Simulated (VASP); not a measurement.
All values below come from LDA (Ceperley-Alder, Perdew-Zunger), VASP's LDA PAW potentials (set 64) (plane waves; VASP).

VASP input:

**INCAR**
```
SYSTEM=PbF2
PREC=Accurate; ENCUT=520; LREAL=.FALSE.
LASPH=.TRUE.; ICHARG=11
EDIFF=1E-7; NELM=100; ALGO=Normal
LMAXMIX=4
ISMEAR=0; SIGMA=0.05
LWAVE=.FALSE.; LCHARG=.FALSE.; LORBIT=11
```

### POSCAR
```
PbF2
1
    0.0000000000     2.9070746576     2.9070746576
    2.9070746576     0.0000000000     2.9070746576
    2.9070746576     2.9070746576     0.0000000000
Pb F
1 2
Direct
  0.0000000000   0.0000000000   0.0000000000
  0.2500000000   0.2500000000   0.2500000000
  0.7500000000   0.7500000000   0.7500000000
```

**KPOINTS**
```
k-points along high-symmetry lines
15
Line-mode
Reciprocal
  0.000000   0.000000   0.000000 ! GAMMA
  0.500000   0.000000   0.500000 ! X

  0.500000   0.000000   0.500000 ! X
  0.625000   0.250000   0.625000 ! U

  0.375000   0.375000   0.750000 ! K
  0.000000   0.000000   0.000000 ! GAMMA

  0.000000   0.000000   0.000000 ! GAMMA
  0.500000   0.500000   0.500000 ! L

  0.500000   0.500000   0.500000 ! L
  0.500000   0.250000   0.750000 ! W

  0.500000   0.250000   0.750000 ! W
  0.500000   0.000000   0.500000 ! X
```

POTCAR, in this order: Pb_d F (LDA.64 set). Program: vasp_std. Read from the step before: CHGCAR.

Output

**OUTCAR**
```
 ion  position               nearest neighbor table
   1  0.000  0.000  0.000-   3 2.52   3 2.52   2 2.52   3 2.52   2 2.52   2 2.52   3 2.52   2 2.52
  LATTYP: Found a face centered cubic cell.
 ALAT       =     5.8141493152
 Subroutine PRICEL returns:
 Original cell was already a primitive cell.
 Subroutine GETGRP returns: Found 48 space group operations
The static configuration has the point symmetry O_h .
The dynamic configuration has the point symmetry O_h .
 Subroutine INISYM returns: Found 48 space group operations
   k-points           NKPTS =     90   k-points in BZ     NKDIM =     90   number of bands    NBANDS=     18
   number of dos      NEDOS =    301   number of ions     NIONS =      3
   total plane-waves  NPLWV =  32768
   dimension x,y,z NGX =    32 NGY =   32 NGZ =   32
   dimension x,y,z NGXF=    64 NGYF=   64 NGZF=   64
   ions per type =               1   2
   PREC   = accura    normal or accurate (medium, high low for compatibility)
   ISTART =      0    job   : 0-new  1-cont  2-samecut
   ICHARG =     11    charge: 1-file 2-atom 10-const
   ISPIN  =      1    spin polarized calculation?
   LNONCOLLINEAR =      F non collinear calculations
   LSORBIT =      F    spin-orbit coupling
   INIWAV =      1    electr: 0-lowe 1-rand  2-diag
   ENCUT  =  520.0 eV  38.22 Ry    6.18 a.u.   7.64  7.64  7.64*2*pi/ulx,y,z
   NELM   =    100;   NELMIN=  2; NELMDL= -5     # of ELM steps
   EDIFF  = 0.1E-06   stopping-criterion for ELM
   LREAL  =      F    real-space projection
   NLSPLINE    = F    spline interpolate recip. space projectors
   LMAXMIX     =    4 max onsite mixed and CHGCAR
   VOSKOWN=      0    Vosko Wilk Nusair interpolation
   EDIFFG = 0.1E-05   stopping-criterion for IOM
   NSW    =      0    number of steps for IOM
   NBLOCK =      1;   KBLOCK =      1    inner block; outer block
   IBRION =     -1    ionic relax: 0-MD 1-quasi-New 2-CG
   NFREE  =      0    steps in history (QN), initial steepest desc. (CG)
   ISIF   =      2    stress and relaxation
   ISYM   =      2    0-nonsym 1-usesym 2-fastsym
   TEIN   =    0.0    initial temperature
   TEBEG  =    0.0;   TEEND  =   0.0 temperature during run
   SMASS  =  -3.00    Nose mass-parameter (am)
   PSTRESS=    0.0 pullay stress
   NELECT =      28.0000    total number of electrons
   EFERMI =   0.00;   METHOD = LEGACY
   ISMEAR =     0;   SIGMA  =   0.05  broadening in eV -4-tet -1-fermi 0-gaus
   IALGO  =     38    algorithm
   LDIAG  =      T    sub-space diagonalisation (order eigenvalues)
   IMIX   =      4    mixing-type and parameters
     AMIX     =   0.40;   BMIX     =  1.00
     AMIX_MAG =   1.60;   BMIX_MAG =  1.00
     AMIN     =   0.10
   GGA     = CA    functional components
   VOSKOWN =     0    Vosko Wilk Nusair interpolation
   LHFCALC =     F    Hartree Fock is set to
   LHFONE  =     F    Hartree Fock one center treatment
   AEXX    =    0.0000 exact exchange contribution
   IVDW    =     0    specifies the selected vdW correction
   LEPSILON=     F    determine dielectric tensor
   LRPA    =     F    only Hartree local field effects (RPA)
  energy-cutoff  :      520.00
  volume of cell :       49.14
      direct lattice vectors                 reciprocal lattice vectors
     0.000000000  2.907074658  2.907074658    -0.171994207  0.171994207  0.171994207
     2.907074658  0.000000000  2.907074658     0.171994207 -0.171994207  0.171994207
     2.907074658  2.907074658  0.000000000     0.171994207  0.171994207 -0.171994207
 k-point     1 :   0.0000 0.0000 0.0000  plane waves:    1363
 k-point     2 :   0.0357 0.0000 0.0357  plane waves:    1351
 k-point     3 :   0.0714 0.0000 0.0714  plane waves:    1323
 k-point     4 :   0.1071 0.0000 0.1071  plane waves:    1323
 k-point     5 :   0.1429 0.0000 0.1429  plane waves:    1327
 k-point     6 :   0.1786 0.0000 0.1786  plane waves:    1319
 k-point     7 :   0.2143 0.0000 0.2143  plane waves:    1327
 k-point     8 :   0.2500 0.0000 0.2500  plane waves:    1331
 k-point     9 :   0.2857 0.0000 0.2857  plane waves:    1323
 k-point    10 :   0.3214 0.0000 0.3214  plane waves:    1319
 k-point    11 :   0.3571 0.0000 0.3571  plane waves:    1319
...
```

**OSZICAR**
```
       N       E                     dE             d eps       ncg     rms          rms(c)
DAV:   1     0.297012453491E+03    0.29701E+03   -0.15126E+04  3240   0.181E+03
DAV:   2     0.112934655237E+02   -0.28572E+03   -0.27557E+03  3710   0.459E+02
DAV:   3    -0.149226455475E+02   -0.26216E+02   -0.25725E+02  3848   0.150E+02
DAV:   4    -0.157698041117E+02   -0.84716E+00   -0.84553E+00  3604   0.274E+01
DAV:   5    -0.157950967904E+02   -0.25293E-01   -0.25291E-01  3668   0.492E+00
DAV:   6    -0.157963102639E+02   -0.12135E-02   -0.12135E-02  4028   0.101E+00
DAV:   7    -0.157963663614E+02   -0.56097E-04   -0.56097E-04  3984   0.179E-01
DAV:   8    -0.157963682758E+02   -0.19144E-05   -0.19144E-05  3840   0.241E-02
DAV:   9    -0.157963682918E+02   -0.16039E-07   -0.16052E-07  2090   0.249E-03
   1 F= -.15796368E+02 E0= -.15796368E+02  d E =-.216111E-19
```

OUTCAR:
```
 val. band max:        2.2567830002   @ k =   0.5000   0.2500   0.7500

 cond. band min:       6.4591753864   @ k =   0.5000   0.0000   0.5000



 k-point     1 :       0.0000    0.0000    0.0000
  band No.  band energies     occupation
      1     -18.9589      2.00000
      2     -18.1701      2.00000
      3     -12.1820      2.00000
      4     -12.1820      2.00000
      5     -12.1820      2.00000
      6     -12.0778      2.00000
      7     -12.0778      2.00000
      8      -2.4723      2.00000
      9      -0.6403      2.00000
     10      -0.6403      2.00000
     11      -0.6403      2.00000
     12      -0.1276      2.00000
     13      -0.1276      2.00000
     14      -0.1276      2.00000
     15       8.8607      0.00000
     16       8.8607      0.00000
     17       8.8607      0.00000
     18      12.6344      0.00000

 k-point     2 :       0.0357    0.0000    0.0357
  band No.  band energies     occupation
      1     -18.9543      2.00000
      2     -18.1741      2.00000
      3     -12.1806      2.00000
      4     -12.1806      2.00000
      5     -12.1777      2.00000
      6     -12.0783      2.00000
      7     -12.0774      2.00000
      8      -2.5189      2.00000
      9      -0.6645      2.00000
     10      -0.6645      2.00000
     11      -0.6293      2.00000
     12      -0.1149      2.00000
     13      -0.1149      2.00000
     14      -0.0830      2.00000
     15       8.7717      0.00000
     16       8.8806      0.00000
     17       8.8806      0.00000
     18      12.7658      0.00000

 k-point     3 :       0.0714    0.0000    0.0714
  band No.  band energies     occupation
      1     -18.9412      2.00000
      2     -18.1857      2.00000
      3     -12.1763      2.00000
      4     -12.1763      2.00000
      5     -12.1648      2.00000
      6     -12.0800      2.00000
      7     -12.0762      2.00000
      8      -2.6482      2.00000
      9      -0.7310      2.00000
     10      -0.7310      2.00000
...
```

The density is held fixed in this step, so its total energy and stress have no physical meaning. Unless said otherwise, spin-orbit coupling is left out, though it shifts the bands of the heavy elements here.

The compound is PbF2 in the fluorite structure, the β form. It was relaxed first, which changed the volume by -6 %.
